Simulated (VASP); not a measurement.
Output of a VASP run:

File OUTCAR:
```
 ion  position               nearest neighbor table
   1  0.000  0.000  0.500-   3 3.55   4 3.55   4 3.55   3 3.55   4 3.55   3 3.55
   2  0.000  0.000  0.000-   3 3.55   4 3.55   4 3.55   3 3.55   4 3.55   3 3.55
   3  0.333  0.667  0.250-   1 3.55   2 3.55   1 3.55   2 3.55   1 3.55   2 3.55
   4  0.667  0.333  0.750-   1 3.55   2 3.55   1 3.55   2 3.55   1 3.55   2 3.55
  LATTYP: Found a hexagonal cell.
 ALAT       =     3.5840814583
 C/A-ratio  =     3.2155552197
 Subroutine PRICEL returns:
 Original cell was already a primitive cell.
 Subroutine GETGRP returns: Found 24 space group operations
The static configuration has the point symmetry D_3d.
 The point group associated with its full space group is D_6h.
The dynamic configuration has the point symmetry D_3d.
 Subroutine INISYM returns: Found 24 space group operations
 Subroutine IBZKPT returns following result:
 Found     32 irreducible k-points:

 Following reciprocal coordinates:
            Coordinates               Weight
  0.000000  0.000000  0.000000      1.000000
  0.090909  0.000000  0.000000      6.000000
  0.181818  0.000000  0.000000      6.000000
  0.272727  0.000000  0.000000      6.000000
  0.363636  0.000000  0.000000      6.000000
  0.454545  0.000000  0.000000      6.000000
  0.090909  0.090909  0.000000      6.000000
  0.181818  0.090909  0.000000     12.000000
  0.272727  0.090909  0.000000     12.000000
  0.363636  0.090909  0.000000     12.000000
  0.454545  0.090909  0.000000      6.000000
  0.181818  0.181818  0.000000      6.000000
  0.272727  0.181818  0.000000     12.000000
  0.363636  0.181818  0.000000     12.000000
  0.272727  0.272727  0.000000      6.000000
  0.363636  0.272727  0.000000      6.000000
  0.000000  0.000000  0.333333      2.000000
  0.090909  0.000000  0.333333     12.000000
  0.181818  0.000000  0.333333     12.000000
  0.272727  0.000000  0.333333     12.000000
  0.363636  0.000000  0.333333     12.000000
  0.454545  0.000000  0.333333     12.000000
  0.090909  0.090909  0.333333     12.000000
  0.181818  0.090909  0.333333     24.000000
  0.272727  0.090909  0.333333     24.000000
  0.363636  0.090909  0.333333     24.000000
  0.454545  0.090909  0.333333     12.000000
  0.181818  0.181818  0.333333     12.000000
  0.272727  0.181818  0.333333     24.000000
  0.363636  0.181818  0.333333     24.000000
  0.272727  0.272727  0.333333     12.000000
  0.363636  0.272727  0.333333     12.000000
   k-points           NKPTS =     32   k-points in BZ     NKDIM =     32   number of bands    NBANDS=     26
   number of dos      NEDOS =    601   number of ions     NIONS =      4
   total plane-waves  NPLWV =  70560
   dimension x,y,z NGX =    28 NGY =   28 NGZ =   90
   dimension x,y,z NGXF=    56 NGYF=   56 NGZF=  180
   ions per type =               4
   PREC   = accura    normal or accurate (medium, high low for compatibility)
   ISTART =      0    job   : 0-new  1-cont  2-samecut
   ICHARG =      2    charge: 1-file 2-atom 10-const
   ISPIN  =      1    spin polarized calculation?
   LNONCOLLINEAR =      F non collinear calculations
   LSORBIT =      F    spin-orbit coupling
   INIWAV =      1    electr: 0-lowe 1-rand  2-diag
   ENCUT  =  520.0 eV  38.22 Ry    6.18 a.u.   6.66  6.66 21.43*2*pi/ulx,y,z
   NELM   =    100;   NELMIN=  2; NELMDL= -5     # of ELM steps
   EDIFF  = 0.1E-06   stopping-criterion for ELM
   LREAL  =      F    real-space projection
   NLSPLINE    = F    spline interpolate recip. space projectors
   LMAXMIX     =    6 max onsite mixed and CHGCAR
   VOSKOWN=      0    Vosko Wilk Nusair interpolation
   EDIFFG = 0.1E-05   stopping-criterion for IOM
   NSW    =      0    number of steps for IOM
   NBLOCK =      1;   KBLOCK =      1    inner block; outer block
   IBRION =     -1    ionic relax: 0-MD 1-quasi-New 2-CG
   NFREE  =      0    steps in history (QN), initial steepest desc. (CG)
   ISIF   =      2    stress and relaxation
   ISYM   =      2    0-nonsym 1-usesym 2-fastsym
   TEIN   =    0.0    initial temperature
...
```

OSZICAR:
```
       N       E                     dE             d eps       ncg     rms          rms(c)
DAV:   1     0.555893278766E+03    0.55589E+03   -0.14989E+04  1672   0.244E+03
DAV:   2     0.113058349279E+03   -0.44283E+03   -0.43701E+03  2480   0.461E+02
DAV:   3    -0.472440240775E+01   -0.11778E+03   -0.11676E+03  3086   0.284E+02
DAV:   4    -0.198671556839E+02   -0.15143E+02   -0.14944E+02  3072   0.103E+02
DAV:   5    -0.221380876356E+02   -0.22709E+01   -0.21838E+01  3224   0.343E+01    0.592E+00
DAV:   6    -0.223301107453E+02   -0.19202E+00   -0.31965E+00  3192   0.136E+01    0.294E+00
DAV:   7    -0.223178570168E+02    0.12254E-01   -0.50481E-01  3256   0.477E+00    0.699E-01
DAV:   8    -0.223215908748E+02   -0.37339E-02   -0.75444E-02  3232   0.189E+00    0.235E-01
DAV:   9    -0.223222221293E+02   -0.63125E-03   -0.15256E-02  3136   0.827E-01    0.207E-01
DAV:  10    -0.223222836135E+02   -0.61484E-04   -0.16030E-03  3040   0.345E-01    0.370E-02
DAV:  11    -0.223222534928E+02    0.30121E-04    0.77353E-05  3312   0.110E-01    0.135E-02
DAV:  12    -0.223222398285E+02    0.13664E-04    0.77544E-05  3048   0.454E-02    0.535E-03
DAV:  13    -0.223222334022E+02    0.64263E-05    0.39126E-05  2576   0.192E-02    0.260E-03
DAV:  14    -0.223222310461E+02    0.23561E-05    0.17631E-05  2216   0.982E-03    0.201E-03
DAV:  15    -0.223222299812E+02    0.10649E-05    0.58057E-06  1776   0.732E-03    0.739E-04
DAV:  16    -0.223222297740E+02    0.20716E-06    0.21209E-06  1616   0.519E-03    0.272E-04
DAV:  17    -0.223222297231E+02    0.50906E-07    0.75243E-07  1552   0.362E-03
   1 F= -.22322230E+02 E0= -.22322230E+02  d E =0.000000E+00
```

**OUTCAR**
```
------------------------ aborting loop because EDIFF is reached ----------------------------------------
  FORCE on cell =-STRESS in cart. coord.  units (eV):
  Direction    XX          YY          ZZ          XY          YZ          ZX
  --------------------------------------------------------------------------------------
  Total        0.3170284      0.3170284     -0.2284153     -0.0000000      0.0000000      0.0000000
  in kB        3.9617634      3.9617639     -2.8544043     -0.0000000      0.0000000      0.0000000
  external PRESSURE =       1.6897077 kB  Pullay stress =       0.0000000 kB
  volume of cell :      128.21
      direct lattice vectors                 reciprocal lattice vectors
     1.792040645 -3.103905641  0.000000000     0.279011529 -0.161087371  0.000000000
     1.792040645  3.103905641  0.000000000     0.279011529  0.161087371  0.000000000
     0.000000000  0.000000000 11.524811841     0.000000000  0.000000000  0.086769312
 POSITION                                       TOTAL-FORCE (eV/Angst)
 -----------------------------------------------------------------------------------
      0.00000      0.00000      5.76241         0.000000      0.000000      0.000000
      0.00000      0.00000      0.00000         0.000000      0.000000      0.000000
      1.79204      1.03464      2.88120        -0.000000      0.000000     -0.000000
      1.79204     -1.03464      8.64361         0.000000     -0.000000      0.000000
 -----------------------------------------------------------------------------------
    total drift:                                0.000000      0.000000      0.000000
  FREE ENERGIE OF THE ION-ELECTRON SYSTEM (eV)
  ---------------------------------------------------
  free  energy   TOTEN  =       -22.3222297231 eV

  energy  without entropy=      -22.3222297231  energy(sigma->0) =      -22.32222972

 total charge

# of ion       s       p       d       f       tot
--------------------------------------------------
    1        2.089   5.515   1.017   0.131   8.752
    2        2.089   5.515   1.017   0.131   8.752
    3        2.094   5.523   1.006   0.121   8.744
    4        2.094   5.523   1.006   0.121   8.744
--------------------------------------------------
tot          8.366  22.075   4.047   0.504  34.992
```
(Selected blocks of OUTCAR.)

File POSCAR:
```
La
1
    1.7920406451    -3.1039056406    -0.0000000000
    1.7920406451     3.1039056406     0.0000000000
   -0.0000000000     0.0000000000    11.5248118410
La
4
Direct
  0.0000000000   0.0000000000   0.5000000000
  0.0000000000   0.0000000000   0.0000000000
  0.3333330000   0.6666670000   0.2500000000
  0.6666670000   0.3333330000   0.7500000000
```

Task: Write an INCAR and KPOINTS that could have produced this output.

Result: This is not unique; one that fits is the input of the run itself, LDA (Ceperley-Alder, Perdew-Zunger), plane waves, VASP's LDA PAW potentials (set 64).

INCAR:
```
# general
SYSTEM   =  La
PREC     =  Accurate
ENCUT    =  520
LREAL    =  .False.   # projection in real space or not
LASPH    =  .True.   # aspherical one-centre terms

# electronic loop
EDIFF    =  1E-7   # SCF stop (eV)
NELM     =  100
ALGO     =  Normal
LMAXMIX  =  6   # l cut-off of mixed one-centre charges

# smearing
ISMEAR   =  -5   # tetrahedra, Bloechl

# ions
ISIF     =  2   # forces and stress, cell fixed

# output
LWAVE    =  .False.
LCHARG   =  .True.
LORBIT   =  11
NEDOS    =  601   # DOS grid

# other
LEFG     =  .True.
```

KPOINTS:
```
Automatic mesh
0
Gamma
11 11 3
0 0 0
```

POTCAR, in this order: La (LDA.64 set). Program: vasp_std.

For a metal the tetrahedron method with Blöchl corrections gives inexact stress and forces.

The compound is La in the dhcp structure. It was relaxed first, which changed the volume by -14 %.
